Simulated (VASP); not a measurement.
Consider the following.

```
CELL_PARAMETERS angstrom
      3.92034     0.00000     0.00000
     -1.96017     3.39511     0.00000
      0.00000     0.00000     5.35182
ATOMIC_POSITIONS crystal
  Mo 0.33333 0.66667 0.97306
  Mo 0.66667 0.33333 0.47306
  S  0.33333 0.66667 0.40194
  S  0.66667 0.33333 0.90194
```

Computed with PBEsol GGA, VASP's PBE PAW potentials (set 64) (plane waves; VASP 6.6.1). Numerical set-up: 400 eV cut-off, 10×10×7 Γ-centred mesh, tetrahedra with Blöchl corrections, potentials Mo_sv S.

The cores are frozen, which limits the accuracy of field gradients.

Give the principal components of the electric field gradient (V/Å²) and the asymmetry η at each nucleus.

```csv
atom,Vxx,Vyy,Vzz,η
Mo1,-30.0,-30.0,60.1,0.00
Mo2,-30.0,-30.0,60.1,0.00
S3,-12.4,-12.4,24.8,0.00
S4,-12.4,-12.4,24.8,0.00
```

The structure was generated: MoS was put into the wurtzite type (P6_3mc), which need not be its known phase. It was relaxed first, which changed the volume by -33 %.
